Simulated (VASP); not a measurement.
# CeZn2Ni (P4/mmm) in VASP: notebook, part 2 of 2

VASP 6.6.1.

## (4) Band structure, SCAN, collinear spin, ferromagnetic start

INCAR reads:

```
  PREC = Accurate
  ENCUT = 520
  EDIFF = 1E-6
  ISMEAR = -1
  SIGMA = 0.05
  LREAL = F
  LASPH = T
  NELM = 100
  ALGO = Normal
  ISIF = 2
  LWAVE = F
  LCHARG = F
  ISPIN = 2
  MAGMOM = 1 0 0 1
  LORBIT = 11
  LMAXMIX = 6
  METAGGA = SCAN
  LMIXTAU = T
```

KPOINTS reads:

```
Automatic mesh
0
Gamma
  5 5 5
```

POSCAR reads:

```
CeZn2Ni
1.0
    3.8643900000      0.0000000000      0.0000000000
    0.0000000000      3.8643900000      0.0000000000
    0.0000000000      0.0000000000      4.9192680000
Ce Zn Ni
1 2 1
Direct
    0.0000000000      0.0000000000      0.0000000000
    0.0000000000      0.5000000000      0.5000000000
    0.5000000000      0.0000000000      0.5000000000
    0.5000000000      0.5000000000      0.0000000000
```

KPOINTS_OPT reads:

```
path GXMGZRAZ,XR,MA
15
line-mode
reciprocal
 0.0000000000  0.0000000000  0.0000000000  G
 0.0000000000  0.5000000000  0.0000000000  X

 0.0000000000  0.5000000000  0.0000000000  X
 0.5000000000  0.5000000000  0.0000000000  M

 0.5000000000  0.5000000000  0.0000000000  M
 0.0000000000  0.0000000000  0.0000000000  G

 0.0000000000  0.0000000000  0.0000000000  G
 0.0000000000  0.0000000000  0.5000000000  Z

 0.0000000000  0.0000000000  0.5000000000  Z
 0.0000000000  0.5000000000  0.5000000000  R

 0.0000000000  0.5000000000  0.5000000000  R
 0.5000000000  0.5000000000  0.5000000000  A

 0.5000000000  0.5000000000  0.5000000000  A
 0.0000000000  0.0000000000  0.5000000000  Z

 0.0000000000  0.5000000000  0.0000000000  X
 0.0000000000  0.5000000000  0.5000000000  R

 0.5000000000  0.5000000000  0.0000000000  M
 0.5000000000  0.5000000000  0.5000000000  A
```

Started as:

```console
> cat potpaw_PBE.64/Ce/POTCAR potpaw_PBE.64/Zn/POTCAR potpaw_PBE.64/Ni/POTCAR > POTCAR
> mpirun -np 1 vasp_std > vasp.out
```

It took 24 min on 1 thread of Intel Xeon Platinum 8488C (Sapphire Rapids), shared host; peak memory 0.32 GiB.

The run converged. Its results:

| Property | Result |
| --- | --- |
| Free energy | -87.8391 eV |
| Pressure | -4.0 GPa |
| Band gap along the path | none (metal or under the smearing width) |
| Net moment | 0.00 μB per cell |
| Valence electrons inside the program's atomic spheres | Ce 9.73; Zn 10.76; Ni 9.24 |

Stress tensor (GPa, compression positive):
```
-4.17  0.00  0.00
 0.00 -4.17  0.00
 0.00  0.00 -3.68
```

Levels at the corners of the path, in eV from the Fermi level:
Spin up:
```
point  band 21  band 22  band 23  band 24  band 25  band 26
    Γ    -0.69    -0.68     0.21     0.24     0.24     0.32
    X    -1.59    -1.42    -0.66     0.17     0.41     0.44
    X    -1.59    -1.42    -0.66     0.17     0.41     0.43
    M    -1.94    -1.94    -1.84     0.19     0.32     0.32
    M    -1.94    -1.94    -1.84     0.19     0.32     0.32
    Γ    -0.69    -0.68     0.21     0.24     0.24     0.32
    Γ    -0.69    -0.68     0.21     0.24     0.24     0.32
    Z    -2.04     0.12     0.21     0.33     0.33     0.44
    Z    -2.04     0.12     0.21     0.33     0.33     0.44
    R    -1.75    -1.44    -1.06     0.40     0.44     0.53
    R    -1.75    -1.44    -1.06     0.40     0.44     0.53
    A    -1.42    -1.02    -0.65    -0.65     0.31     0.31
    A    -1.42    -1.02    -0.65    -0.65     0.31     0.31
    Z    -2.04     0.12     0.21     0.33     0.33     0.44
    X    -1.59    -1.42    -0.66     0.17     0.41     0.43
    R    -1.75    -1.44    -1.06     0.40     0.44     0.53
    M    -1.94    -1.94    -1.84     0.19     0.32     0.32
    A    -1.42    -1.02    -0.65    -0.65     0.31     0.31
```
Spin down:
```
point  band 19  band 20  band 21  band 22  band 23  band 24  band 25  band 26  band 27  band 28
    Γ    -1.84    -1.84    -0.69    -0.68     0.21     0.24     0.24     0.33     0.33     0.44
    X    -2.05    -1.83    -1.59    -1.42    -0.66     0.17     0.42     0.44     0.50     0.55
    X    -2.05    -1.83    -1.59    -1.42    -0.66     0.17     0.42     0.44     0.51     0.55
    M    -2.40    -2.20    -1.94    -1.94    -1.84     0.19     0.32     0.32     0.46     0.59
    M    -2.40    -2.20    -1.94    -1.94    -1.84     0.19     0.32     0.32     0.46     0.58
    Γ    -1.84    -1.84    -0.69    -0.68     0.21     0.24     0.24     0.33     0.33     0.44
    Γ    -1.84    -1.84    -0.69    -0.68     0.21     0.24     0.24     0.33     0.33     0.44
    Z    -2.17    -2.17    -2.04     0.12     0.21     0.33     0.33     0.44     0.52     0.52
    Z    -2.17    -2.17    -2.04     0.12     0.21     0.33     0.33     0.44     0.52     0.52
    R    -2.00    -1.94    -1.75    -1.44    -1.06     0.41     0.44     0.54     0.54     0.58
    R    -2.00    -1.94    -1.75    -1.44    -1.06     0.41     0.44     0.54     0.54     0.58
    A    -1.97    -1.83    -1.42    -1.02    -0.65    -0.65     0.31     0.31     0.42     0.42
    A    -1.97    -1.83    -1.42    -1.02    -0.65    -0.65     0.31     0.31     0.42     0.42
    Z    -2.17    -2.17    -2.04     0.12     0.21     0.33     0.33     0.44     0.52     0.52
    X    -2.05    -1.83    -1.59    -1.42    -0.66     0.17     0.42     0.44     0.50     0.55
    R    -2.00    -1.94    -1.75    -1.44    -1.06     0.41     0.44     0.54     0.54     0.58
    M    -2.40    -2.20    -1.94    -1.94    -1.84     0.19     0.32     0.32     0.46     0.58
    A    -1.97    -1.83    -1.42    -1.02    -0.65    -0.65     0.31     0.31     0.42     0.42
```

Caveat: the magnetic or orbital state may not be the lowest; the PAW data sets were made with another functional, which shifts forces and pressure a little; spin-orbit coupling is left out, which moves the levels of the heavy elements; without U or exact exchange the open f shell lies at the Fermi level, which spoils levels, moments and volumes.

## (5) The reference run

An earlier run on the cell as given: functional PBE; potentials or basis VASP PAW PBE potentials, release 64 (Ce, Zn, Ni); cutoff 520 eV; k mesh 7 × 7 × 6; occupations fermi-dirac, width 0.05 eV; collinear spin, ferromagnetic start; starting moments [1.0, 0.0, 0.0, 1.0] μB.

* Pressure: 0.6 GPa
* Band gap on the k mesh: none (metal or under the smearing width)
* Net moment: 0.00 μB per cell
* Valence electrons inside the program's atomic spheres: Ce 9.77; Zn 10.74; Ni 9.19

## (6) Overview

| task | level | k mesh | pressure (GPa) | moment (μB) |
| --- | --- | --- | --- | --- |
| band structure | PW91 | 5 × 5 × 5 | - | 0.28 |
| band structure | r2SCAN | 5 × 5 × 5 | -2.0 | 0.00 |
| band structure | SCAN | 5 × 5 × 5 | -4.0 | 0.00 |
| single point | PBE | 7 × 7 × 6 | 0.6 | 0.00 |

Alike in all rows: potentials or basis VASP PAW PBE potentials, release 64 (Ce, Zn, Ni); spin collinear, ferromagnetic start; cell as given; cutoff (eV) 520; smearing fermi-dirac 0.05 eV.

The pressure there spans -4.0 GPa (SCAN) to 0.6 GPa (PBE); a positive pressure means that this level wants a larger cell, a negative one a smaller.

Caveats: the magnetic or orbital state may not be the lowest; spin-orbit coupling is left out, which moves the levels of the heavy elements; without U or exact exchange the open f shell lies at the Fermi level, which spoils levels, moments and volumes; the PAW data sets were made with another functional, which shifts forces and pressure a little (some runs).

Total energies depend on the potentials used, so only differences within one code and one set of settings carry meaning.
